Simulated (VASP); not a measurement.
Calculation: PBE GGA, VASP's PBE PAW potentials (set 64) (plane waves; VASP).

VASP input:

File KPOINTS:
```
Automatic mesh
0
Gamma
14 14 14
0 0 0
```

**POSCAR**
```
Ag
1
    0.0000000000     2.0705759244     2.0705759244
    2.0705759244    -0.0000000000     2.0705759244
    2.0705759244     2.0705759244     0.0000000000
Ag
1
Direct
  0.0000000000   0.0000000000   0.0000000000
```

### INCAR
```
ALGO  =  Normal
EDIFF  =  1E-7
ENCUT  =  480
GGA  =  PE
ISIF  =  2
ISMEAR  =  1
LASPH  =  T
LCHARG  =  F
LMAXMIX  =  4
LREAL  =  F
LWAVE  =  F
NELM  =  100
PREC  =  Accurate
SIGMA  =  0.1
SYSTEM  =  Ag
```

POTCAR, in this order: Ag (PBE.64 set). Program: vasp_std.

The run wrote:

**OSZICAR**
```
       N       E                     dE             d eps       ncg     rms          rms(c)
DAV:   1     0.394960908932E+02    0.39496E+02   -0.54594E+03  2000   0.103E+03
DAV:   2    -0.261587704092E+01   -0.42112E+02   -0.40108E+02  1954   0.193E+02
DAV:   3    -0.296014191474E+01   -0.34426E+00   -0.34411E+00  2244   0.207E+01
DAV:   4    -0.296087589547E+01   -0.73398E-03   -0.73397E-03  2136   0.909E-01
DAV:   5    -0.296088122937E+01   -0.53339E-05   -0.53341E-05  2129   0.702E-02    0.470E+00
DAV:   6    -0.272628105945E+01    0.23460E+00   -0.11390E+00  1908   0.115E+01    0.312E+00
DAV:   7    -0.271951707956E+01    0.67640E-02   -0.85372E-03  2006   0.103E+00    0.177E+00
DAV:   8    -0.271696510514E+01    0.25520E-02   -0.67208E-04  1945   0.260E-01    0.670E-02
DAV:   9    -0.271697258179E+01   -0.74767E-05   -0.64890E-06  2162   0.244E-02    0.140E-02
DAV:  10    -0.271697952336E+01   -0.69416E-05   -0.39146E-06  2029   0.249E-02    0.532E-03
DAV:  11    -0.271697915868E+01    0.36468E-06   -0.58926E-08  1537   0.256E-03    0.349E-04
DAV:  12    -0.271697911299E+01    0.45693E-07   -0.52319E-09   959   0.810E-04
   1 F= -.27169791E+01 E0= -.27167433E+01  d E =-.707371E-03
```

File OUTCAR:
```
------------------------ aborting loop because EDIFF is reached ----------------------------------------
  FORCE on cell =-STRESS in cart. coord.  units (eV):
  Direction    XX          YY          ZZ          XY          YZ          ZX
  --------------------------------------------------------------------------------------
  Total        0.0455926      0.0455926      0.0455926      0.0000000      0.0000000     -0.0000000
  in kB        4.1143514      4.1143514      4.1143514      0.0000000      0.0000000     -0.0000000
  external PRESSURE =       4.1143514 kB  Pullay stress =       0.0000000 kB
  volume of cell :       17.75
      direct lattice vectors                 reciprocal lattice vectors
     0.000000000  2.070575924  2.070575924    -0.241478708  0.241478708  0.241478708
     2.070575924  0.000000000  2.070575924     0.241478708 -0.241478708  0.241478708
     2.070575924  2.070575924  0.000000000     0.241478708  0.241478708 -0.241478708
 POSITION                                       TOTAL-FORCE (eV/Angst)
 -----------------------------------------------------------------------------------
      0.00000      0.00000      0.00000        -0.000000     -0.000000     -0.000000
 -----------------------------------------------------------------------------------
    total drift:                               -0.000000      0.000000     -0.000000
  FREE ENERGIE OF THE ION-ELECTRON SYSTEM (eV)
  ---------------------------------------------------
  free  energy   TOTEN  =        -2.7169791130 eV

  energy  without entropy=       -2.7162717419  energy(sigma->0) =       -2.71674332
```
(Selected blocks of OUTCAR.)

The compound is Ag in the fcc structure. It was relaxed first.
